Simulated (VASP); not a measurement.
Data:

```
CELL_PARAMETERS angstrom
      0.00000     3.06260     3.06260
      3.06260     0.00000     3.06260
      3.06260     3.06260     0.00000
ATOMIC_POSITIONS crystal
  Cu 0.00000 0.00000 0.00000
  I  0.25000 0.25000 0.25000
```

The numbers are results of optB88-vdW, VASP's PBE PAW potentials (set 64) (plane waves; VASP 6.6.1), not measurements. Run with 520 eV cut-off, 8×8×8 Γ-centred mesh, Gaussian smearing of 0.050 eV, potentials Cu I.

**Question.** Give the stress tensor in GPa (positive for a compressed cell).

**Answer.** 
```
-1.11   0.00   0.00
 0.00  -1.11   0.00
 0.00   0.00  -1.11
```
The pressure is its mean diagonal, -1.11 GPa.

The compound is CuI in the zinc blende structure. This cell is one point of a volume scan, at 1.03 of the reference volume.
